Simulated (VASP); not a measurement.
Crystal: PtSe2.

```xyz
3
Lattice="3.7240 0.0000 0.0000 -1.8620 3.2251 0.0000 0.0000 0.0000 5.0620" Properties=species:S:1:pos:R:3 pbc="T T T"
Pt    0.0000    0.0000    0.0000
Se    0.0000    2.1501    1.2655
Se    1.8620    1.0750    3.7965
```

```yaml
Program: VASP 6.6.1
Task: relaxation of cell and atoms
Functional: LDA
Potentials_or_basis: VASP PAW LDA potentials, release 64 (Pt, Se)
Cutoff: 350 eV
k_mesh: 6 × 6 × 4
Occupations: gaussian, width 0.02 eV
Spin: no spin polarisation
```

At the start: pressure -0.2 GPa; volume 20.27 Å³/atom.

Task: How do energy, volume and symmetry change on relaxing?

Result: Over 24 steps the energy falls by 13.1 meV/atom and the volume is 19.31 Å³/atom (-4.7 %); space group P-3m1 (No. 164, to 0.05 Å).

The path:
```
step  energy change (eV)  largest force (eV/Å)  pressure (GPa)  volume (Å³)
   1              0.0000                0.2392           -0.25        60.80
   2             -0.0081                0.2196           -0.64        60.52
   3             -0.0269                0.0125           -1.55        59.69
   4             -0.0162                0.5359           -2.66        58.01
   5             -0.0315                0.1433           -1.89        59.19
   6             -0.0348                0.1220           -1.33        58.79
   7             -0.0379                0.0817           -0.15        58.01
   8             -0.0380                0.0770           -0.01        57.91
   9             -0.0382                0.0662            0.01        57.92
  10             -0.0388                0.0343            0.04        57.93
  11             -0.0392                0.0292            0.10        57.96
  12             -0.0392                0.0169            0.09        57.95
  13             -0.0392                0.0051           -0.06        58.00
  14             -0.0392                0.0064           -0.04        57.99
  15             -0.0393                0.0062           -0.04        57.98
  16             -0.0393                0.0046           -0.01        57.95
  17             -0.0393                0.0012            0.02        57.88
  18             -0.0393                0.0028            0.00        57.92
  19             -0.0393                0.0029            0.00        57.92
  20             -0.0393                0.0022            0.01        57.90
  21             -0.0393                0.0025            0.01        57.91
  22             -0.0393                0.0011           -0.02        57.92
  23             -0.0393                0.0004           -0.01        57.92
  24             -0.0393                0.0005            0.00        57.92
```

Final structure:
```
Pt Se
1.0
     3.73911    0.00000    0.00000
    -1.86956    3.23817    0.00000
     0.00000    0.00000    4.78328
Pt Se
1 2
Direct
  0.00000 0.00000 0.00000
  0.33333 0.66667 0.26472
  0.66667 0.33333 0.73528
```
